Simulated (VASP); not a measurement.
An input for Quantum ESPRESSO's pw.x (written as the equivalent of a VASP run, and not itself run):

```
&CONTROL
  calculation = 'scf'
  pseudo_dir = './pseudo'
  outdir = './out'
  tprnfor = .true.
  tstress = .true.
/
&SYSTEM
  ibrav = 0
  nat = 2
  ntyp = 2
  ecutwfc = 98
  occupations = 'smearing'
  smearing = 'methfessel-paxton'
  degauss = 0.00735
  input_dft = 'pbe'
/
&ELECTRONS
  conv_thr = 7.3e-08
  electron_maxstep = 100
/
ATOMIC_SPECIES
  Al 26.982 Al.upf
  Ni 58.693 Ni.upf
CELL_PARAMETERS angstrom
     2.8630900    0.0000000    0.0000000
     0.0000000    2.9671610    0.0000000
     0.0000000    0.0000000    2.9642270
ATOMIC_POSITIONS crystal
  Al   0.5000000  0.5000000  0.5000000
  Ni   0.0091040  0.0000000  0.0000000
K_POINTS automatic
  11 11 11 0 0 0
```

Q: Translate this input to VASP (INCAR, KPOINTS, POSCAR, choice of POTCAR).

A: This is not unique; one that fits is 
**KPOINTS**
```
Automatic mesh
0
Gamma
11 11 11
0 0 0
```

INCAR:
```
SYSTEM = NiAl
PREC = Accurate
ENCUT = 400
EDIFF = 1E-6
NELM = 100
ALGO = Normal
LREAL = .FALSE.
LASPH = .TRUE.
ISMEAR = 1
SIGMA = 0.1
GGA = PE
LMAXMIX = 4
LWAVE = .FALSE.
LCHARG = .FALSE.
ISIF = 2
```

POSCAR:
```
NiAl
1
    2.8630900000     0.0000000000     0.0000000000
    0.0000000000     2.9671610000     0.0000000000
    0.0000000000     0.0000000000     2.9642270000
Al Ni
1 1
Direct
  0.5000000000   0.5000000000   0.5000000000
  0.0091040000   0.0000000000   0.0000000000
```

POTCAR, in this order: Al Ni (PBE.64 set). Program: vasp_std.

Limits of the translation: the potentials are each code's own (VASP's PAW set, PseudoDojo norm-conserving files in pw.x), so ENCUT and ecutwfc are chosen apart and not converted; conv_thr bounds pw.x's estimated SCF error, while EDIFF bounds the energy change between steps.

The compound is NiAl in the CsCl type structure. The cell was not relaxed at this level, atoms are displaced from their ideal sites.
